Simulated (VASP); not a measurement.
Given:

```
CELL_PARAMETERS angstrom
      4.94851     0.00000     0.00000
      0.00000     4.94851     0.00000
      0.00000     0.00000     3.37730
ATOMIC_POSITIONS crystal
  Pb 0.00000 0.00000 0.00000
  Pb 0.50000 0.50000 0.50000
  O  0.30743 0.30743 0.00000
  O  0.69257 0.69257 0.00000
  O  0.19257 0.80743 0.50000
  O  0.80743 0.19257 0.50000
```

Method: PBE GGA, VASP's PBE PAW potentials (set 64) (plane waves; VASP 6.6.1). Numerical set-up: 400 eV cut-off, 6×6×9 Γ-centred mesh, Gaussian smearing of 0.10 eV, potentials Pb_d O.

At this cut-off the stress carries a Pulay error, which pulls relaxed volumes low. Energy and stress use the plane-wave basis of the starting cell.

Problem. The ions, cell shape and volume are relaxed. What does this cell relax into?

Solution. 
```
CELL_PARAMETERS angstrom
      4.97453     0.00000     0.00000
      0.00000     4.97453     0.00000
      0.00000     0.00000     3.43164
ATOMIC_POSITIONS crystal
  Pb 0.00000 0.00000 0.00000
  Pb 0.50000 0.50000 0.50000
  O  0.30706 0.30706 0.00000
  O  0.69294 0.69294 0.00000
  O  0.19294 0.80706 0.50000
  O  0.80706 0.19294 0.50000
```
Space group P4_2/mnm (136), at a tolerance of 0.03 Å.

Problem. How do energy and volume change from the first to the last step?

Solution. The energy (σ→0) changes by -7.1 meV/atom and the volume by +2.7 %, in 7 ionic steps.

| step | E(σ→0) (eV) | max force (eV/Å) | pressure (GPa) | volume (Å³) |
|---|---|---|---|---|
| 1 | -31.7317 | 0.119 | 5.50 | 82.70 |
| 2 | -31.6934 | 0.122 | -7.00 | 88.49 |
| 3 | -31.7734 | 0.001 | -0.16 | 85.10 |
| 4 | -31.7735 | 0.002 | -0.06 | 85.05 |
| 5 | -31.7741 | 0.003 | 0.01 | 84.98 |
| 6 | -31.7743 | 0.008 | 0.05 | 84.93 |
| 7 | -31.7743 | 0.009 | 0.07 | 84.92 |

The structure comes from a computed database's PbO2 entry; how it stands against other phases isn't given here. This run relaxes it. Symmetry was kept, so distortions that lower it aren't found. The run is one of a series of settings (EDIFFG = -0.01, IBRION = 2, ISIF = 3, NSW = 50 against the base run), some of them coarse on purpose.
